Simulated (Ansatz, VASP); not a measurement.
# Cross-check of BeGe between VASP and Ansatz

One calculation is typed for both programs; each brings its own data sets. How far apart do they land? The cell is generated by rule, not measured, and may not be a known phase. The cell is taken from a series of runs on this material, whose earlier steps may have relaxed, scaled, displaced or heated it; both programs get it as it stands.

Method: plane waves, with VASP 6.6.1 beside it; relaxation of cell and atoms at PBEsol, in Ansatz 0.2.0.

### Step 1. Starting point

Symmetry: P4/mmm, No. 123, tetragonal system. Conventional cell: a = 2.759 Å, b = 2.759 Å, c = 3.478 Å, α = 90.00°, β = 90.00°, γ = 90.00°. Be has 8 Ge at 2.61 Å nearest. Nearest to Ge lie 8 Be at 2.61 Å and 4 Ge at 2.76 Å. Farther neighbours are not listed.

### Step 2. Ansatz: relaxation of cell and atoms, PBEsol, pair 1

Ansatz runs on its default PAW (the set named soft_2) files.

The relaxed volume is the usual yardstick between codes: in a stiff, nearly cubic crystal its relative difference is about their pressure difference at one cell divided by the bulk modulus.

File input.yaml:

```yaml
crystal:
  lattice:
    - [2.7594808993, 0.0, 0.0]
    - [0.0, 2.7594808993, 0.0]
    - [0.0, 0.0, 3.4781723327]
  atoms:
    - { symbol: Be, position: [0.0, 0.0, 0.0] }
    - { symbol: Ge, position: [0.5, 0.5, 0.5] }
kpoints:
  mp_grid: { grid: [16, 16, 12] }
hamiltonian:
  xc: pbesol
scf:
  occupations: { method: gaussian, width: 0.1 }
output:
  forces: true
  stress: true
  eigenvalues: true
  write_density: true
  write_potential: true
  elf: true
  volumetric_format: npy
relax:
  adjacent_minimum: "off"
  f_tol: 0.005
  max_steps: 80
  cell: { stress_tol: 0.05 }
```

On the command line:

```
$ ansatz run input.yaml --threads 4 --pin off --max-ram 8192MiB --backend cpu --events-out ev --progress --plain --runs-dir out
```

Numbers of over 12 decimals in the logs are rounded to 6 here.

Output:

```text
Engine: ansatz 0.2.0, aarch64-unknown-linux-gnu
Pseudopotentials: kind: paw
Pseudopotential: Be, paw, valence charge 2, recommended cutoff 420 eV (normal), Be.paw.azcp
Pseudopotential: Ge, paw, valence charge 14, recommended cutoff 420 eV (normal), Ge.paw.azcp
Functional definition: PBEsol
  exchange = pbesol_x
  correlation = pbesol_c
Crystal: 2 atoms, lattice volume = 26.485 Å³
Basis set: ecut = 420 eV, 535 PW (Γ), exchange–correlation on 40×40×48 points (8 copies of the dense FFT grid, shifted against one another)
Bands: 12, of which v1, the nominal top of the filled ones, is band 8 counted from 1 (7 counted from 0)
Symmetry: 16 space group operations
Space group: P4/mmm (ITA 123), of the structure as read, at distance tolerance 3.0e-5 Å
k-points: 315 of 3072
Non-local potential: Be, projectors of the file, l = 0: 2, l = 1: 2, l = 2: 1
Non-local potential: Ge, projectors of the file, l = 0: 2, l = 1: 2, l = 2: 3, l = 3: 1
PAW form: soft (Blöchl's): semilocal exchange-correlation on the pseudo side does not see the compensation charge
PAW frozen core: Be, regenerated for the run's functional, and the local potential with it (the file was generated under x = pbe(κ = 0.804, μ = 0.219515), c = pbe(β = 0.066725))
PAW frozen core: Ge, regenerated for the run's functional, and the local potential with it (the file was generated under x = pbe(κ = 0.804, μ = 0.219515), c = pbe(β = 0.066725))
PAW one-centre angular grid: Be, 110 points (default); XC on 64 Gauss nodes
PAW one-centre angular grid: Ge, 590 points (default); XC on 64 Gauss nodes
Initial density: superposition of atomic densities (neutral atoms: chi_scale 0, normalization atom), corrected by the library's trained network
Initial wavefunctions: pseudopotential atomic-orbital guess
Functional: x = pbesol(κ = 0.804, μ = 0.123457), c = pbesol(β = 0.046)
SCF iter   1: F=—  HF=-4342.913852 eV  |F-HF|=—  |Δ(HF+E_count)|=         —  Δρ=2.20e-3  dr2=9.99e-4  ethr=1.77e-3  ⟨swp⟩=5.2  Hψ=21957  notcnv=0
preconditioner: auto → none  [metal: Δε(μ)=0.019 eV  Ē_g=22.540 eV  σ=0.100 eV  W_gap=0.11  n_scr=6 (ndim 8)  ℏωp=28.9 eV  f_vac=0.000  D(μ)=0.54/eV (n_scr^D=2)  sad-step TF]
SCF iter   2: F=—  HF=-4342.913329 eV  |F-HF|=—  |Δ(HF+E_count)|=   5.23e-4  Δρ=1.25e-3  dr2=3.52e-4  ethr=6.25e-6  ⟨swp⟩=1.2  Hψ=6482  notcnv=0
SCF iter   3: F=—  HF=-4342.913249 eV  |F-HF|=—  |Δ(HF+E_count)|=   8.07e-5  Δρ=1.27e-4  dr2=2.73e-6  ethr=2.20e-6  ⟨swp⟩=2.8  Hψ=6058  notcnv=0
SCF iter   4: F=—  HF=-4342.913218 eV  |F-HF|=—  |Δ(HF+E_count)|=   3.04e-5  Δρ=3.67e-5  dr2=2.10e-7  ethr=1.71e-8  ⟨swp⟩=2.0  Hψ=6202  notcnv=0
iter 5 did not close the SCF: its close was put off for the readings that it lacked (scf_convergence_deferred on its scf_iter line)
SCF iter   5: F=-4342.913218 eV  HF=-4342.913218 eV  |F-HF|=1.13e-7  |Δ(HF+E_count)|=   1.37e-7  Δρ=1.80e-5  dr2=9.33e-8  ethr=1.31e-9  ⟨swp⟩=2.0  Hψ=6229  notcnv=0
SCF iter   6: F=-4342.913218 eV  HF=-4342.913218 eV  |F-HF|=1.54e-8  |Δ(HF+E_count)|=   3.90e-8  Δρ=7.29e-6  dr2=1.13e-8  ethr=5.83e-10  ⟨swp⟩=5.5  Hψ=20604  notcnv=0
SCF 1 converged in 6 iterations: F = -4342.913218 eV  dr2 = 1.13e-8
  greatest PAW one-centre occupation: 0.998 electrons in one spin orbital (limit 2), on the Ge atom at site 1 (counted from 0), in its partial waves of l = 2
relax step   1: F+E_penalty+E_count = -4342.91321802 eV  Δ(F+E_penalty+E_count) = +0.000e0 eV  max|allowed force component| = 1.750e-30 eV/Å  Δτ_max = 0.0000 Å  P = +0.398 GPa  Ω = 26.485 Å³  (6 SCF iters, dr2 threshold 1.00e-7 eV, accepted)
[...]
relax step   2: F+E_penalty+E_count = -4342.91332776 eV  Δ(F+E_penalty+E_count) = -1.097e-4 eV  max|allowed force component| = 3.180e-30 eV/Å  Δτ_max = 0.0000 Å  P = -0.057 GPa  Ω = 26.617 Å³  energy of the carried Pulay correction = -2.941e-5 eV  (3 SCF iters, dr2 threshold 2.00e-7 eV, accepted)
[...]
relax step   3: F+E_penalty+E_count = -4342.91333472 eV  Δ(F+E_penalty+E_count) = -6.959e-6 eV  max|allowed force component| = 1.149e-29 eV/Å  Δτ_max = 0.0000 Å  P = -0.001 GPa  Ω = 26.601 Å³  energy of the carried Pulay correction = -2.561e-5 eV  (3 SCF iters, dr2 threshold 1.77e-8 eV, accepted)
[...]
relax step   4: F+E_penalty+E_count = -4342.91335929 eV  Δ(F+E_penalty+E_count) = -2.457e-5 eV  max|allowed force component| = 1.159e-29 eV/Å  Δτ_max = 0.0000 Å  P = -0.001 GPa  Ω = 26.601 Å³  stress off target by 2.09e-2 GPa  SCF on the basis re-selected at this cell (its energy is not comparable with the rows above)  (5 SCF iters)
basis re-selected at this cell: Δ(F+E_penalty+E_count) = -2.457e-5 eV, ΔP = +0.001 GPa vs the last step (what re-selecting the basis moved, of the pressure what is left beyond the Pulay correction that the steps carried, after the strain that the cell walked since its last selection, with what the two solves' SCF thresholds leave and, on support functions, any second-order correction that the steps lacked; it is no m [...]
SCF converged after 5 iterations
Free energy (F): -4342.913359 eV
Harris-Foulkes:  -4342.913359 eV  (|F-HF|=0.00e0)
Internal energy: -4342.910668 eV  (E = F + TS)
E sigma→0 (E₀):  -4342.912013 eV
Entropy (-TS):   -0.002692 eV (-1.346 meV/atom)
Fermi energy:    10.631653 eV
--- Per-component energies (eV) ---
  E_band       = -109.079335
  E_kinetic    = 130.150221
  E_local      = -2353.535499  (includes V_loc(G=0)·N_el)
  E_nonlocal   = 422.910590
  E_hartree    = 1043.881085
  E_xc         = -94.603313
  E_vxc        = -85.540730  (∫ρ·V_xc dr)
  E_paw        = -2034.215271  (= ΣΔE_a)
  E_vpaw       = -310.826383  (= ΣTr[D̂ρ^β])
  E_aug_tail   = 0.000281  (compensation charges beyond the density's cutoff)
  E_ewald      = -1458.426230
  E_core_change = 0.927468  (= ΣΔE_core)
  E_smearing   = -0.002692  (= −TS)
  E_closure    = 0.000000  (closes the sum)
  Σ components = -4342.913359   (vs F -4342.913359, Δ=0.00e0)
--- Forces (eV/Å), atoms counted from 1 ---
  atom   1  Be    -0.00000000     0.00000000     0.00000000
  atom   2  Ge     0.00000000    -0.00000000     0.00000000
  max |Σ_I F_I| component: 2.10e-29 eV/Å
--- Stress (GPa, compression-positive) ---
       -0.011511       0.000000       0.000000
        0.000000      -0.011511       0.000000
        0.000000       0.000000       0.020913
  P = ⅓ Tr σ = -0.0007 GPa (-0.007 kbar)
--- Band table (eV; the first three rows and the last of 315) ---
  k-point 0: bands = [... 4 lower, -13.9827, -2.7609, 8.1080, 11.7535, 14.2850, 14.2850, 18.6206, 19.7814]
  k-point 1: bands = [... 4 lower, -13.9831, -2.6938, 7.3852, 12.6171, 14.3708, 14.3708, 18.6984, 19.8168]
  k-point 2: bands = [... 4 lower, -13.9843, -2.4966, 6.0627, 14.3461, 14.6274, 14.6274, 18.9311, 19.9402]
  k-point 314: bands = [... 4 lower, -13.9143, 7.1745, 8.4792, 8.4792, 10.3732, 10.3732, 10.5527, 10.9718]
--- Relaxed structure (3 steps of the walk, 3 accepted, 1 SCFs on fresh bases) ---
  F+E_penalty+E_count = -4342.91335929 eV   max|allowed force component| = 1.159e-29 eV/Å   (the final SCF, on the basis selected at the relaxed cell)
  cell:  # Å, volume = 26.6009 Å³
    - [2.763628, 0, 0.0]
    - [0, 2.763628, 0.0]
    - [0.0, 0.0, 3.482871]
  atoms:
    - { symbol: Be, position: [0, 0, 0.0] }
    - { symbol: Ge, position: [0.5, 0.5, 0.500000] }
```

### Step 3. VASP: relaxation of cell and atoms, PBEsol, pair 1

The same cell, functional, mesh and smearing now go to VASP, with its own data sets.

Lines of VASP's logs that name or quote its potential files are left out, and so is its time.

File INCAR:

```
SYSTEM = BeGe
PREC = Accurate
ENCUT = 600
EDIFF = 1E-07
NELM = 120
ISMEAR = 0
SIGMA = 0.1
LREAL = .FALSE.
ALGO = Normal
GGA = PS
NBANDS = 14
LORBIT = 11
LWAVE = .FALSE.
LCHARG = .FALSE.
ISIF = 3
IBRION = 2
NSW = 80
EDIFFG = -0.005
LASPH = .TRUE.
GGA_COMPAT = .FALSE.
NELMIN = 4
```

File POSCAR:

```
BeGe
1.0
    2.7594810000      0.0000000000      0.0000000000
    0.0000000000      2.7594810000      0.0000000000
    0.0000000000      0.0000000000      3.4781720000
Be Ge
1 1
Direct
    0.0000000000      0.0000000000      0.0000000000
    0.4999998188      0.4999998188      0.5000000000
```

File KPOINTS:

```
Automatic mesh
0
Gamma
16 16 12
0 0 0
```

PAW data sets: Be and Ge_d (PBE family, release 64).

On the command line:

```
$ mpirun -np 1 vasp_std
```

Output:

```text
[banner, memory and clock lines left out]
running    1 mpi-ranks, on    1 nodes
 distrk:  each k-point on    1 cores,    1 groups
 distr:  one band on    1 cores,    1 groups

 POSCAR found type information on POSCAR BeGe
 POSCAR found :  2 types and       2 ions
|                                                                             |
|               ----> ADVICE to this user running VASP <----                  |
|                                                                             |
|     You enforced a specific xc type in the INCAR file but a different       |
|     [... a line on the potential file left out ...]
|     I HOPE YOU KNOW WHAT YOU ARE DOING!                                     |
|                                                                             |

 LDA part: xc-table for (Slater+PW92), standard interpolation
 POSCAR, INCAR and KPOINTS ok, starting setup
 FFT: planning ... GRIDC
 FFT: planning ... GRID_SOFT
 FFT: planning ... GRID
 WAVECAR not read
 entering main loop
       N       E                     dE             d eps       ncg     rms          rms(c)
DAV:   1     0.793541885309E+02    0.79354E+02   -0.87707E+03  9536   0.314E+03
DAV:   2     0.717823972492E+00   -0.78636E+02   -0.74154E+02  9468   0.479E+02
DAV:   3    -0.788750771240E+01   -0.86053E+01   -0.84958E+01 10860   0.907E+01
DAV:   4    -0.804792025188E+01   -0.16041E+00   -0.16037E+00 10146   0.142E+01
DAV:   5    -0.804978751579E+01   -0.18673E-02   -0.18672E-02 11162   0.174E+00    0.193E+00
DAV:   6    -0.801404037769E+01    0.35747E-01   -0.29623E-02 11848   0.367E+00    0.105E+00
DAV:   7    -0.800124212672E+01    0.12798E-01   -0.10019E-02 11306   0.161E+00    0.192E-01
DAV:   8    -0.800023878110E+01    0.10033E-02   -0.10261E-03 11020   0.636E-01    0.420E-02
DAV:   9    -0.800024150091E+01   -0.27198E-05   -0.23601E-05 10770   0.509E-02    0.126E-02
DAV:  10    -0.800024158201E+01   -0.81101E-07   -0.48817E-07 11178   0.798E-03
   1 F= -.80002416E+01 E0= -.79988903E+01  d E =-.800024E+01
 curvature:   0.00 expect dE= 0.000E+00 dE for cont linesearch  0.000E+00
 trial: gam= 0.00000 g(F)=  0.000E+00 g(S)=  0.609E-03 ort = 0.000E+00 (trialstep = 0.100E+01)
 search vector abs. value=  0.609E-03
 bond charge predicted
       N       E                     dE             d eps       ncg     rms          rms(c)
DAV:   1    -0.800742771244E+01   -0.71862E-02   -0.86416E-02 11316   0.660E+00    0.475E-01
DAV:   2    -0.800216827396E+01    0.52594E-02   -0.64928E-03 10896   0.188E+00    0.241E-01
DAV:   3    -0.800064151099E+01    0.15268E-02   -0.19595E-03 11106   0.871E-01    0.588E-02
DAV:   4    -0.800050453698E+01    0.13697E-03   -0.11622E-04 10794   0.206E-01    0.200E-02
DAV:   5    -0.800049951636E+01    0.50206E-05   -0.47300E-06 10200   0.290E-02    0.688E-03
DAV:   6    -0.800049932194E+01    0.19443E-06   -0.36528E-07  9312   0.132E-02    0.262E-03
DAV:   7    -0.800049919169E+01    0.13025E-06   -0.13700E-08  5538   0.236E-03    0.302E-04
DAV:   8    -0.800049920823E+01   -0.16541E-07   -0.13665E-08  4818   0.263E-03
   2 F= -.80004992E+01 E0= -.79991633E+01  d E =-.257626E-03
 trial-energy change:   -0.000258  1 .order   -0.000270   -0.000609    0.000070
 step:   0.8864(harm=  0.8973)  dis= 0.00000  next Energy=    -8.000503 (dE=-0.262E-03)
 bond charge predicted
       N       E                     dE             d eps       ncg     rms          rms(c)
DAV:   1    -0.800059238206E+01   -0.93190E-04   -0.11039E-03 11268   0.738E-01    0.540E-02
DAV:   2    -0.800052420434E+01    0.68178E-04   -0.83957E-05 10872   0.216E-01    0.273E-02
DAV:   3    -0.800050478566E+01    0.19419E-04   -0.24791E-05 11098   0.984E-02    0.676E-03
DAV:   4    -0.800050338136E+01    0.14043E-05   -0.14724E-06 10752   0.230E-02    0.229E-03
DAV:   5    -0.800050342858E+01   -0.47216E-07   -0.54259E-08  5162   0.333E-03
   3 F= -.80005034E+01 E0= -.79991658E+01  d E =-.261847E-03
 curvature:  -0.44 expect dE=-0.212E-06 dE for cont linesearch -0.211E-06
 trial: gam=-0.02719 g(F)=  0.856E-57 g(S)=  0.477E-06 ort = 0.170E-04 (trialstep = 0.977E+00)
 search vector abs. value=  0.910E-09
 reached required accuracy - stopping structural energy minimisation
```

From OUTCAR (step 3):

```text
ion  position               nearest neighbor table
   1  0.000  0.000  0.000-   2 2.61   2 2.61   2 2.61   2 2.61   2 2.61   2 2.61   2 2.61   2 2.61

  LATTYP: Found a simple tetragonal cell.
 ALAT       =     2.7594810000
 C/A-ratio  =     1.2604442647

 Subroutine GETGRP returns: Found 16 space group operations
 (whereof 16 operations were pure point group operations)

The static configuration has the point symmetry D_4h.

 Found    315 irreducible k-points:

   k-points           NKPTS =    315   k-points in BZ     NKDIM =    315   number of bands    NBANDS=     14

   dimension x,y,z NGX =    24 NGY =   24 NGZ =   28
   dimension x,y,z NGXF=    48 NGYF=   48 NGZF=   56

   ENCUT  =  600.0 eV  44.10 Ry    6.64 a.u.   5.51  5.51  6.95*2*pi/ulx,y,z

   NELECT =      16.0000    total number of electrons

 k-points in reciprocal lattice and weights: Automatic mesh
   0.00000000  0.00000000  0.00000000       0.000
   0.06250000  0.00000000  0.00000000       0.001
   0.12500000  0.00000000  0.00000000       0.001
   0.18750000  0.00000000  0.00000000       0.001
   0.25000000  0.00000000  0.00000000       0.001
   0.31250000  0.00000000  0.00000000       0.001
   0.37500000  0.00000000  0.00000000       0.001
   0.43750000  0.00000000  0.00000000       0.001
   0.50000000  0.00000000  0.00000000       0.001
[...]
0.50000000  0.43750000  0.50000000       0.001
   0.50000000  0.50000000  0.50000000       0.000

 average (electrostatic) potential at core
       1 -33.6501       2 -71.7883

 E-fermi :   7.2415

 k-point     1 :       0.0000    0.0000    0.0000
  band No.  band energies     occupation
    ...
      3     -17.3245      2.00000
      4     -17.3193      2.00000
      5     -17.3193      2.00000
      6      -6.1445      2.00000
      7       4.7174      2.00000
      8       8.3624      0.00000
      9      10.8911      0.00000
     10      10.8911      0.00000
     11      15.2575      0.00000
     12      16.3990      0.00000
    ...

 k-point     2 :       0.0625    0.0000    0.0000
  band No.  band energies     occupation
    ...
      3     -17.3268      2.00000
      4     -17.3221      2.00000
      5     -17.3190      2.00000
      6      -6.0726      2.00000
      7       4.7973      2.00000
      8       8.4145      0.00000
      9      10.0272      0.00000
     10      10.9673      0.00000
     11      15.7080      0.00000
     12      16.9354      0.00000
    ...

 k-point     3 :       0.1250    0.0000    0.0000
  band No.  band energies     occupation
    ...
      3     -17.3331      2.00000
      4     -17.3300      2.00000
      5     -17.3183      2.00000
      6      -5.8573      2.00000
      7       5.0362      2.00000
      8       8.3378      0.00000
      9       8.5828      0.00000
     10      11.1951      0.00000
     11      16.0610      0.00000
     12      18.1709      0.00000
    ...

  Total        0.0025446      0.0025446      0.0026132      0.0000000     -0.0000000      0.0000000
  in kB        0.1530292      0.1530292      0.1571547      0.0000000     -0.0000000      0.0000000
  external PRESSURE =       0.1544044 kB  Pullay stress =       0.0000000 kB

  energy-cutoff  :      600.00
  volume of cell :       26.64
      direct lattice vectors                 reciprocal lattice vectors
     2.764962141  0.000000000  0.000000000     0.361668605  0.000000000  0.000000000
     0.000000000  2.764962141 -0.000000000     0.000000000  0.361668605 -0.000000000
     0.000000000  0.000000000  3.484825103     0.000000000  0.000000000  0.286958447

 POSITION                                       TOTAL-FORCE (eV/Angst)
 -----------------------------------------------------------------------------------
      0.00000      0.00000      0.00000         0.000000      0.000000      0.000000
      1.38248      1.38248      1.74241         0.000000     -0.000000      0.000000
 -----------------------------------------------------------------------------------
    total drift:                                0.000250      0.000250     -0.000000

  FREE ENERGIE OF THE ION-ELECTRON SYSTEM (eV)
  ---------------------------------------------------
  free  energy   TOTEN  =        -8.0005034286 eV

  energy  without entropy=       -7.9978282130  energy(sigma->0) =       -7.99916582

 reached required accuracy - stopping structural energy minimisation

 total charge
# of ion       s       p       d       tot
------------------------------------------
    1        0.378   0.468   0.000   0.846
    2        1.207   1.096  10.064  12.367
--------------------------------------------------
tot          1.585   1.564  10.064  13.213

[... 3 further parts left out ...]
```

CONTCAR:

```
BeGe
   1.00000000000000
     2.7649621409421701    0.0000000000000000    0.0000000000000000
     0.0000000000000000    2.7649621409421701   -0.0000000000000000
     0.0000000000000000    0.0000000000000000    3.4848251032057425
  Be              Ge
     1     1
Direct
     0.0000000000000000    0.0000000000000000    0.0000000000000000
     0.4999998187999992    0.4999998187999992    0.5000000000000000
```

### Step 4. Differences

Known differences besides the potentials themselves: the cutoff is 420 eV in Ansatz and 600 eV in VASP; Ansatz makes its cores anew for this functional, VASP keeps those of its PBE data sets; Ansatz adds a Pulay correction to the stress that steers its cell, VASP none. Total energies have different zeros and are not compared.

Compared:

```
                                         quantity  Ansatz   VASP  difference
                                      volume (Å³)   26.60  26.64     -0.15 %
edge a after relaxation, in the typed setting (Å)   2.764  2.765     -0.05 %
edge c after relaxation, in the typed setting (Å)   3.483  3.485     -0.05 %
```

[end of part 1 of 2]

[Lines on the potential files, build, host, timing and source positions are cut from VASP's logs without a mark.]

[Logs are printed without paths, hosts, clocks, repeated set-up lines and the standing remarks that a program may print on its own settings, such as how far it seeks lower states.]

[Hosts, paths, dates, database ids (printed as entryN), source tags and the programs' standing remarks are cut or masked in the printed files.]
